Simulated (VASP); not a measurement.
All values below come from vdW-DF2, VASP's PBE PAW potentials (set 64) (plane waves; VASP 6.6.1).

A VASP calculation is set up with these files.

INCAR:
```
SYSTEM = Ir
PREC = Accurate
ENCUT = 520
EDIFF = 1E-7
NELM = 100
ALGO = Normal
LREAL = .FALSE.
LASPH = .TRUE.
ISMEAR = -5
GGA = ML
ZAB_VDW = -1.8867
LUSE_VDW = .TRUE.
AGGAC = 0.0
LMAXMIX = 6
LWAVE = .FALSE.
LCHARG = .TRUE.
LORBIT = 11
NEDOS = 601
ISIF = 2
```

### POSCAR
```
Ir
1
   -0.0000000000     1.9931203846     1.9931203846
    1.9931203846     0.0000000000     1.9931203846
    1.9931203846     1.9931203846    -0.0000000000
Ir
1
Direct
  0.0000000000   0.0000000000   0.0000000000
```

KPOINTS:
```
Automatic mesh
0
Gamma
18 18 18
0 0 0
```

POTCAR, in this order: Ir (PBE.64 set). Program: vasp_std.

Output of the run:

### OUTCAR
```
 ion  position               nearest neighbor table
   1  0.000  0.000  0.000-
  LATTYP: Found a face centered cubic cell.
 ALAT       =     3.9862407692
 Subroutine PRICEL returns:
 Original cell was already a primitive cell.
 Subroutine GETGRP returns: Found 48 space group operations
The static configuration has the point symmetry O_h .
The dynamic configuration has the point symmetry O_h .
 Subroutine INISYM returns: Found 48 space group operations
 Subroutine IBZKPT returns following result:
 Found    195 irreducible k-points:

 Following reciprocal coordinates:
            Coordinates               Weight
  0.000000  0.000000  0.000000      1.000000
  0.055556  0.000000  0.000000      8.000000
  0.111111  0.000000  0.000000      8.000000
  0.166667  0.000000  0.000000      8.000000
  0.222222  0.000000  0.000000      8.000000
  0.277778  0.000000  0.000000      8.000000
  0.333333  0.000000  0.000000      8.000000
  0.388889  0.000000  0.000000      8.000000
  0.444444  0.000000  0.000000      8.000000
  0.500000  0.000000  0.000000      4.000000
...
```

**OSZICAR**
```
       N       E                     dE             d eps       ncg     rms          rms(c)
DAV:   1     0.461352037501E+02    0.46135E+02   -0.43825E+03  3216   0.999E+02
DAV:   2    -0.473638259605E+01   -0.50872E+02   -0.49318E+02  3144   0.200E+02
DAV:   3    -0.545948128542E+01   -0.72310E+00   -0.72128E+00  4408   0.326E+01
DAV:   4    -0.546433147167E+01   -0.48502E-02   -0.48578E-02  4272   0.204E+00
DAV:   5    -0.546435467744E+01   -0.23206E-04   -0.23178E-04  4488   0.883E-02    0.110E+01
DAV:   6    -0.502152544367E+01    0.44283E+00   -0.11388E+00  3480   0.146E+01    0.404E+00
DAV:   7    -0.496706061823E+01    0.54465E-01   -0.22309E-01  4160   0.616E+00    0.132E+00
DAV:   8    -0.496409046542E+01    0.29702E-02   -0.17524E-03  3472   0.529E-01    0.517E-01
DAV:   9    -0.496373537363E+01    0.35509E-03   -0.10837E-03  3720   0.461E-01    0.488E-02
DAV:  10    -0.496375279702E+01   -0.17423E-04   -0.35463E-05  3936   0.870E-02    0.768E-03
DAV:  11    -0.496375192243E+01    0.87459E-06   -0.10790E-06  4040   0.138E-02    0.210E-03
DAV:  12    -0.496375125272E+01    0.66971E-06   -0.32052E-07  3752   0.588E-03    0.478E-04
DAV:  13    -0.496375137871E+01   -0.12599E-06   -0.60925E-09  1896   0.949E-04    0.208E-04
DAV:  14    -0.496375144762E+01   -0.68908E-07   -0.25230E-09  1720   0.817E-04
   1 F= -.49637514E+01 E0= -.49637514E+01  d E =0.000000E+00
```

File OUTCAR:
```
------------------------ aborting loop because EDIFF is reached ----------------------------------------
  FORCE on cell =-STRESS in cart. coord.  units (eV):
  Direction    XX          YY          ZZ          XY          YZ          ZX
  --------------------------------------------------------------------------------------
  Total       -0.0193205     -0.0193205     -0.0193205      0.0000000      0.0000000      0.0000000
  in kB       -1.9547828     -1.9547828     -1.9547828      0.0000000      0.0000000      0.0000000
  external PRESSURE =      -1.9547828 kB  Pullay stress =       0.0000000 kB
  volume of cell :       15.84
      direct lattice vectors                 reciprocal lattice vectors
     0.000000000  1.993120385  1.993120385    -0.250862920  0.250862920  0.250862920
     1.993120385  0.000000000  1.993120385     0.250862920 -0.250862920  0.250862920
     1.993120385  1.993120385  0.000000000     0.250862920  0.250862920 -0.250862920
 POSITION                                       TOTAL-FORCE (eV/Angst)
 -----------------------------------------------------------------------------------
      0.00000      0.00000      0.00000         0.000000     -0.000000     -0.000000
 -----------------------------------------------------------------------------------
    total drift:                               -0.000000      0.000000     -0.000000
  FREE ENERGIE OF THE ION-ELECTRON SYSTEM (eV)
  ---------------------------------------------------
  free  energy   TOTEN  =        -4.9637514476 eV

  energy  without entropy=       -4.9637514476  energy(sigma->0) =       -4.96375145

 total charge

# of ion       s       p       d       tot
------------------------------------------
    1        0.620   0.574   6.940   8.134
```
(Selected blocks of OUTCAR.)

For a metal the tetrahedron method with Blöchl corrections gives inexact stress and forces.

The compound is Ir in the fcc structure. It was relaxed first, which changed the volume by +12 %.
